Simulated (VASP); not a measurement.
OSZICAR of a VASP run on PbO (litharge):

**OSZICAR**
```
       N       E                     dE             d eps       ncg     rms          rms(c)
DAV:   1     0.345433928935E+03    0.34543E+03   -0.20567E+04   864   0.200E+03
DAV:   2    -0.838772653909E+02   -0.42931E+03   -0.42212E+03   928   0.501E+02
DAV:   3    -0.142167593893E+03   -0.58290E+02   -0.57284E+02  1176   0.199E+02
DAV:   4    -0.143912514792E+03   -0.17449E+01   -0.17442E+01   960   0.394E+01
DAV:   5    -0.143971872177E+03   -0.59357E-01   -0.59352E-01  1216   0.697E+00    0.110E+01
DAV:   6    -0.130947557803E+03    0.13024E+02   -0.25123E+01  1432   0.640E+01    0.364E+00
DAV:   7    -0.127705451270E+03    0.32421E+01   -0.26334E+00   920   0.128E+01    0.226E+00
DAV:   8    -0.132124856339E+03   -0.44194E+01   -0.13365E+00  1136   0.121E+01    0.598E-01
DAV:   9    -0.128097739617E+03    0.40271E+01   -0.59141E-01  1000   0.697E+00    0.376E-01
DAV:  10    -0.128247456488E+03   -0.14972E+00   -0.12395E-01  1024   0.316E+00    0.224E-01
DAV:  11    -0.128274114470E+03   -0.26658E-01   -0.97377E-02   864   0.289E+00    0.155E-01
DAV:  12    -0.128342943934E+03   -0.68829E-01   -0.37870E-02   984   0.175E+00    0.538E-02
DAV:  13    -0.128367451774E+03   -0.24508E-01   -0.74740E-03   992   0.752E-01    0.369E-02
DAV:  14    -0.128370892287E+03   -0.34405E-02   -0.23349E-03  1120   0.522E-01    0.169E-02
DAV:  15    -0.128371192380E+03   -0.30009E-03   -0.22397E-04  1008   0.147E-01    0.102E-02
DAV:  16    -0.128371081453E+03    0.11093E-03   -0.10624E-04  1080   0.102E-01    0.639E-03
DAV:  17    -0.128371164015E+03   -0.82562E-04   -0.13613E-04   928   0.110E-01    0.271E-03
DAV:  18    -0.128371201740E+03   -0.37725E-04   -0.10618E-05   936   0.284E-02    0.194E-03
DAV:  19    -0.128371211883E+03   -0.10143E-04   -0.60869E-06   984   0.264E-02    0.694E-04
DAV:  20    -0.128371211654E+03    0.22932E-06   -0.54371E-07   680   0.822E-03
   1 F= -.12837121E+03 E0= -.12837121E+03  d E =-.128371E+03
       N       E                     dE             d eps       ncg     rms          rms(c)
DAV:   1    -0.128371098924E+03    0.11296E-03   -0.45488E-02  1016   0.121E+00    0.237E-02
DAV:   2    -0.128371305949E+03   -0.20703E-03   -0.17040E-03  1232   0.424E-01    0.178E-02
DAV:   3    -0.128371327304E+03   -0.21354E-04   -0.23604E-05  1152   0.584E-02    0.125E-02
DAV:   4    -0.128371323464E+03    0.38394E-05   -0.13222E-05  1160   0.676E-02    0.509E-03
DAV:   5    -0.128371327479E+03   -0.40147E-05   -0.10928E-05   912   0.390E-02    0.172E-03
DAV:   6    -0.128371328196E+03   -0.71683E-06   -0.10469E-06   656   0.127E-02
   2 F= -.12837133E+03 E0= -.12837133E+03  d E =-.116542E-03
```

### Question
Which electronic solver shows in the log?

### Answer
It is blocked Davidson (ALGO = Normal, or the opening steps of other solvers). The INCAR had ALGO = Normal.

### Question
Can the final energy be trusted as converged?

### Answer
Self-consistency was reached. It stopped with EDIFF = 1E-6, NELM = 100, NSW = 60 and EDIFFG = -0.02 after 2 ionic steps (r2SCAN+rVV10, plane waves, VASP's PBE PAW potentials (set 64)).

The compound is PbO in the litharge structure. This run relaxes it. Symmetry was kept, so distortions that lower it aren't found. The start is the result of an earlier pass.
